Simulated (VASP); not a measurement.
Here is the system:

```yaml
crystal:
  lattice:
    - [1.66346, -2.88120, 0.00000]
    - [1.66346, 2.88120, 0.00000]
    - [0.00000, 0.00000, 5.36729]
  atoms:
    - { symbol: Zn, position: [0.66667, 0.33333, 0.50105] }
    - { symbol: Zn, position: [0.33333, 0.66667, 0.00105] }
    - { symbol: O, position: [0.66667, 0.33333, 0.88095] }
    - { symbol: O, position: [0.33333, 0.66667, 0.38095] }
```

These are RPBE GGA, VASP's PBE PAW potentials (set 64) (plane waves; VASP) values and carry that method's errors. Run with 520 eV cut-off, Gaussian smearing of 0.050 eV, potentials Zn O.

### Question
Give the energies of bands 7 to 20 at the high-symmetry points, in eV from the valence-band maximum.

### Answer

```tsv
band	Γ	M	K	A	L	H
7	-5.18	-4.71	-4.47	-5.29	-4.82	-4.66
8	-5.04	-4.67	-4.47	-5.29	-4.82	-4.66
9	-4.38	-4.33	-4.42	-4.28	-4.22	-4.37
10	-4.38	-4.24	-4.33	-4.28	-4.22	-4.37
11	-4.21	-4.17	-4.23	-4.28	-4.14	-3.94
12	-4.21	-4.10	-4.23	-4.28	-4.14	-3.94
13	-3.94	-3.61	-3.44	-2.17	-3.59	-3.52
14	-0.70	-3.29	-3.37	-2.17	-3.59	-3.52
15	-0.70	-2.58	-3.37	-0.34	-1.34	-2.44
16	-0.07	-2.00	-1.73	-0.34	-1.34	-2.44
17	0.00	-1.15	-1.73	-0.34	-1.23	-1.10
18	0.00	-0.75	-1.56	-0.34	-1.23	-1.10
19	0.76	5.52	7.31	3.34	5.67	7.62
20	5.03	6.90	7.31	3.34	5.67	7.62
```

The gap is direct, 0.76 eV, from the valence maximum at Γ to the conduction minimum at Γ.

Measured: gap 3.60 eV (computed value off by -2.84 eV), as given by Wei Chen et al., Physical Review Materials (2018), doi:10.1103/physrevmaterials.2.073803 [zero-point renormalisation of 0.16 eV added back (the table's ZPR column)].

The compound is ZnO in the wurtzite structure. It was relaxed first, which changed the volume by +8 %.
